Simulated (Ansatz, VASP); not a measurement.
# SrZnCl4 (SrZnCl4 (I4_1/a)): VASP beside Ansatz, part 2 of 2

Wanted: the spread between two codes on one cell, functional and k mesh.  The structure shown is the end of the Ansatz relaxation below.

VASP 6.6.1 and Ansatz 0.2.0.

So far: Set-up; Ansatz: relaxation, r2SCAN.

## Step 3: VASP: single point, r2SCAN

Level of this step: r2SCAN; plane waves and PAW (Sr_sv, Zn, Cl) (VASP).

The same cell, functional and mesh now go to VASP, with its own data sets and cutoff.

Lines of VASP's logs that name or quote its potential files are left out, and so is its time.

The input, INCAR:

```
SYSTEM = SrZnCl4
PREC = Accurate
ENCUT = 400
EDIFF = 1E-06
NELM = 100
ISMEAR = 0
SIGMA = 0.01
LREAL = .FALSE.
ALGO = Normal
METAGGA = R2SCAN
LASPH = .TRUE.
NBANDS = 62
LORBIT = 11
LWAVE = .FALSE.
LCHARG = .FALSE.
KPAR = 8
ISIF = 2
```

The input, POSCAR:

```
SrZnCl4
1.0
   -3.2531532947      3.2531532947      7.2026874121
    3.2531532947     -3.2531532947      7.2026874121
    3.2531532947      3.2531532947     -7.2026874121
Sr Zn Cl
2 2 8
Direct
    0.0000000000      0.0000000000      0.0000000000
    0.7500000000      0.2500000000      0.5000000000
    0.2500000000      0.7500000000      0.5000000000
    0.5000000000      0.5000000000      0.0000000000
    0.4256985705      0.3234088284      0.5862219951
    0.5894765754      0.6756985705      0.6022897421
    0.3243014295      0.9265911716      0.9137780049
    0.6765911716      0.2628131667      0.1022897421
    0.0734088284      0.9871868333      0.3977102579
    0.0128131667      0.4105234246      0.0862219951
    0.1605234246      0.5743014295      0.8977102579
    0.7371868333      0.8394765754      0.4137780049
```

The input, KPOINTS:

```
Automatic mesh
0
Gamma
6 6 6
0 0 0
```

PAW data sets: Sr_sv, Zn and Cl (PBE family, release 64).

Command:

```bash
$ mpirun -np 8 vasp_std
```

Numbers of over 12 decimals in the logs are rounded to 6 here.

Output:

```text
[banner, memory and clock lines left out]
running    8 mpi-ranks, on    1 nodes
 distrk:  each k-point on    1 cores,    8 groups
 distr:  one band on    1 cores,    1 groups

 POSCAR found type information on POSCAR SrZnCl
 POSCAR found :  3 types and      12 ions
|                                                                             |
|           W    W    AA    RRRRR   N    N  II  N    N   GGGG   !!!           |
|           W    W   A  A   R    R  NN   N  II  NN   N  G    G  !!!           |
|           W    W  A    A  R    R  N N  N  II  N N  N  G       !!!           |
|           W WW W  AAAAAA  RRRRR   N  N N  II  N  N N  G  GGG   !            |
|           WW  WW  A    A  R   R   N   NN  II  N   NN  G    G                |
|           W    W  A    A  R    R  N    N  II  N    N   GGGG   !!!           |
|                                                                             |
|     For optimal performance we recommend to set                             |
|       NCORE = 2 up to number-of-cores-per-socket                            |
|     NCORE specifies how many cores store one orbital (NPAR=cpu/NCORE).      |
|     This setting can greatly improve the performance of VASP for DFT.       |
|     The default, NCORE=1 might be grossly inefficient on modern             |
|     multi-core architectures or massively parallel machines. Do your        |
|     Unfortunately you need to use the default for GW and RPA                |
|     calculations (for HF NCORE is supported but not extensively tested      |
|     yet).                                                                   |
|                                                                             |

|                                                                             |
|               ----> ADVICE to this user running VASP <----                  |
|                                                                             |
|     You enforced a specific xc type in the INCAR file but a different       |
|     [... a line on the potential file left out ...]
|     I HOPE YOU KNOW WHAT YOU ARE DOING!                                     |
|                                                                             |

 LDA part: xc-table for (None), standard interpolation
 POSCAR, INCAR and KPOINTS ok, starting setup
 FFT: planning ... GRIDC
 FFT: planning ... GRID_SOFT
 FFT: planning ... GRID
 WAVECAR not read
 entering main loop
       N       E                     dE             d eps       ncg     rms          rms(c)
DAV:   1     0.726955102910E+03    0.72696E+03   -0.39569E+04  4464   0.132E+03
DAV:   2    -0.391584662480E+02   -0.76611E+03   -0.73523E+03  5174   0.335E+02
DAV:   3    -0.141945990057E+03   -0.10279E+03   -0.10203E+03  5502   0.131E+02
DAV:   4    -0.145970448715E+03   -0.40245E+01   -0.39931E+01  6040   0.285E+01
DAV:   5    -0.146246102473E+03   -0.27565E+00   -0.27502E+00  7880   0.517E+00    0.197E+01
DAV:   6    -0.121408744260E+03    0.24837E+02   -0.91191E+00  6330   0.586E+01    0.132E+01
DAV:   7    -0.121508508737E+03   -0.99764E-01   -0.57711E+00  5552   0.122E+01    0.715E+00
DAV:   8    -0.121588943471E+03   -0.80435E-01   -0.23281E-01  6426   0.229E+00    0.261E+00
DAV:   9    -0.121588823122E+03    0.12035E-03   -0.57388E-02  6048   0.129E+00    0.714E-01
DAV:  10    -0.121591293112E+03   -0.24700E-02   -0.13421E-02  5642   0.468E-01    0.228E-01
DAV:  11    -0.121591737828E+03   -0.44472E-03   -0.94251E-04  6376   0.178E-01    0.128E-01
DAV:  12    -0.121592007580E+03   -0.26975E-03   -0.34672E-04  5392   0.918E-02    0.271E-02
DAV:  13    -0.121592034695E+03   -0.27114E-04   -0.25337E-05  7168   0.452E-02    0.222E-02
DAV:  14    -0.121592027123E+03    0.75716E-05   -0.85452E-06  5178   0.141E-02    0.495E-03
DAV:  15    -0.121592029749E+03   -0.26256E-05   -0.13464E-06  3248   0.110E-02    0.362E-03
DAV:  16    -0.121592029972E+03   -0.22306E-06   -0.42447E-07  2868   0.543E-03
   1 F= -.12159203E+03 E0= -.12159203E+03  d E =-.219161E-18
```

OUTCAR, selected parts (step 3):

```text
ion  position               nearest neighbor table
   1  0.000  0.000  0.000-   8 2.98  12 2.98   5 2.98  11 2.98   7 3.07   6 3.07   9 3.07  10 3.07
                             2 4.85   2 4.85   2 4.85   2 4.85
   2  0.750  0.250  0.500-  10 2.98   9 2.98   7 2.98   6 2.98   5 3.07  11 3.07  12 3.07   8 3.07
                             1 4.85   1 4.85   1 4.85   1 4.85
   3  0.250  0.750  0.500-   6 2.29   9 2.29  10 2.29   7 2.29
   4  0.500  0.500  0.000-  11 2.29   8 2.29  12 2.29   5 2.29
   5  0.426  0.323  0.586-   4 2.29   1 2.98   2 3.07
   6  0.589  0.676  0.602-   3 2.29   2 2.98   1 3.07
   7  0.324  0.927  0.914-   3 2.29   2 2.98   1 3.07
   8  0.677  0.263  0.102-   4 2.29   1 2.98   2 3.07
   9  0.073  0.987  0.398-   3 2.29   2 2.98   1 3.07
  10  0.013  0.411  0.086-   3 2.29   2 2.98   1 3.07
  11  0.161  0.574  0.898-   4 2.29   1 2.98   2 3.07
  12  0.737  0.839  0.414-   4 2.29   1 2.98   2 3.07

  LATTYP: Found a body centered tetragonal cell.
 ALAT       =     6.5063065894
 C/A-ratio  =     2.2140633286

 Subroutine GETGRP returns: Found  8 space group operations
 (whereof  4 operations were pure point group operations)

The static configuration has the point symmetry S_4 .
 The point group associated with its full space group is C_4h.

 Found     36 irreducible k-points:

   k-points           NKPTS =     36   k-points in BZ     NKDIM =     36   number of bands    NBANDS=     62

   dimension x,y,z NGX =    56 NGY =   56 NGZ =   56
   dimension x,y,z NGXF=   112 NGYF=  112 NGZF=  112

   ENCUT  =  400.0 eV  29.40 Ry    5.42 a.u.  13.94 13.94 13.94*2*pi/ulx,y,z

   NELECT =     100.0000    total number of electrons

 k-points in reciprocal lattice and weights: Automatic mesh
   0.00000000  0.00000000  0.00000000       0.005
   0.16666667  0.00000000  0.00000000       0.037
   0.33333333  0.00000000 -0.00000000       0.037
   0.50000000  0.00000000 -0.00000000       0.019
   0.16666667  0.16666667  0.00000000       0.037
   0.33333333  0.16666667 -0.00000000       0.037
  -0.33333333 -0.16666667  0.50000000       0.037
   0.50000000  0.16666667  0.00000000       0.037
   0.50000000 -0.16666667 -0.33333333       0.037
[...]
-0.33333333 -0.33333333  0.33333333       0.009
   0.50000000  0.50000000  0.50000000       0.005

 average (electrostatic) potential at core
       1 -43.6328       2 -43.6328       3 -42.7480       4 -42.7480       5 -96.8974
       6 -96.8974       7 -96.8974       8 -96.8974       9 -96.8974      10 -96.8974
      11 -96.8974      12 -96.8974

 E-fermi :  -0.3463

 k-point     1 :       0.0000    0.0000    0.0000
  band No.  band energies     occupation
    ...
     46      -0.9522      2.00000
     47      -0.8700      2.00000
     48      -0.5423      2.00000
     49      -0.4038      2.00000
     50      -0.4038      2.00000
     51       4.7924      0.00000
     52       6.4968      0.00000
     53       6.5272      0.00000
     54       6.8081      0.00000
     55       6.8414      0.00000
    ...

 k-point     2 :       0.1667    0.0000    0.0000
  band No.  band energies     occupation
    ...
     46      -0.9462      2.00000
     47      -0.8774      2.00000
     48      -0.6194      2.00000
     49      -0.5015      2.00000
     50      -0.4272      2.00000
     51       5.0547      0.00000
     52       6.0840      0.00000
     53       6.5622      0.00000
     54       6.8372      0.00000
     55       6.8775      0.00000
    ...

 k-point     3 :       0.3333    0.0000   -0.0000
  band No.  band energies     occupation
    ...
     46      -0.9081      2.00000
     47      -0.8152      2.00000
     48      -0.7467      2.00000
     49      -0.5901      2.00000
     50      -0.4941      2.00000
     51       5.3602      0.00000
     52       5.7378      0.00000
     53       6.6660      0.00000
     54       6.8057      0.00000
     55       6.9441      0.00000
    ...

  Total       -0.2300618     -0.2300618     -0.2013711      0.0000074      0.0000000      0.0000000
  in kB       -1.2089031     -1.2089031     -1.0581423      0.0000388      0.0000000      0.0000000
  external PRESSURE =      -1.1586495 kB  Pullay stress =       0.0000000 kB

  energy-cutoff  :      400.00
  volume of cell :      304.90
      direct lattice vectors                 reciprocal lattice vectors
    -3.253153295  3.253153295  7.202687412     0.000000000  0.153697030  0.069418534
     3.253153295 -3.253153295  7.202687412     0.153697030  0.000000000  0.069418534
     3.253153295  3.253153295 -7.202687412     0.153697030  0.153697030  0.000000000

 POSITION                                       TOTAL-FORCE (eV/Angst)
 -----------------------------------------------------------------------------------
      0.00000      0.00000      0.00000        -0.000000     -0.000000     -0.000000
      0.00000      3.25315      3.60134        -0.000000     -0.000000     -0.000000
      3.25315      0.00000      3.60134        -0.000000     -0.000000     -0.000000
      0.00000      0.00000      7.20269        -0.000000     -0.000000     -0.000000
      1.57431      2.23983      1.17321        -0.001208     -0.001812      0.003887
      2.23983      1.67885      4.77456        -0.001812      0.001208      0.003887
      4.93200      1.01332      2.42813         0.001208      0.001812     -0.003887
     -1.01332      1.67885      6.02947        -0.001812      0.001208     -0.003887
      4.26647     -1.67885      4.77456         0.001812     -0.001208      0.003887
      1.57431     -1.01332      2.42813        -0.001208     -0.001812     -0.003887
      4.26647      1.57431     -1.17321         0.001812     -0.001208     -0.003887
      1.67885      1.01332      8.37590         0.001208      0.001812      0.003887
 -----------------------------------------------------------------------------------
    total drift:                                0.000000     -0.000000      0.000000

  FREE ENERGIE OF THE ION-ELECTRON SYSTEM (eV)
  ---------------------------------------------------
  free  energy   TOTEN  =      -121.5920299716 eV

  energy  without entropy=     -121.5920299716  energy(sigma->0) =     -121.59202997

 total charge
# of ion       s       p       d       tot
------------------------------------------
    1        1.995   5.856   0.136   7.988
    2        1.995   5.856   0.136   7.988
    3        0.428   0.409   9.862  10.699
    4        0.428   0.409   9.862  10.699
    5        1.599   3.597   0.000   5.196
    6        1.599   3.597   0.000   5.196
    7        1.599   3.597   0.000   5.196
    8        1.599   3.597   0.000   5.196
    9        1.599   3.597   0.000   5.196
   10        1.599   3.597   0.000   5.196
   11        1.599   3.597   0.000   5.196
   12        1.599   3.597   0.000   5.196
--------------------------------------------------
tot         17.637  41.306  19.997  78.940

[... 3 further parts left out ...]
```

The run ends at a pressure of -0.12 GPa, with forces up to 0.0045 eV/Å.

## Step 4: Side by side

Known differences besides the PAW data sets themselves: VASP keeps PBE cores, Ansatz makes them for the functional; fixed occupations in Ansatz, narrow Gaussian smearing in VASP; the cutoff is 500 eV in Ansatz and 400 eV in VASP; Ansatz's pressure holds a Pulay correction, VASP's none. Total energies have different zeros and are not compared.

Compared:

```csv
quantity,Ansatz,VASP,difference
pressure (GPa),0.02,-0.12,+0.13
gap on the k mesh (eV),5.187,5.196,-0.009
```

## Step 5: Summary of results

```yaml
difference_in_gap_on_the_k_mesh_single_point_r2scan: -0.0091 eV
```

What this shows: The difference in gap on the k mesh is -0.0091 eV (single point, r2SCAN), within the 0.08 eV picked in this series as the mark of a large difference. Differences of this kind measure data sets and numerical settings, not the functional's error against experiment.

[Lines on the potential files, build, host, timing and source positions are cut from VASP's logs without a mark.]

[Logs are printed without paths, hosts, clocks, repeated set-up lines and the standing remarks that a program may print on its own settings, such as how far it seeks lower states.]

[Hosts, paths, dates, database ids (printed as entryN), source tags and the programs' standing remarks are cut or masked in the printed files.]
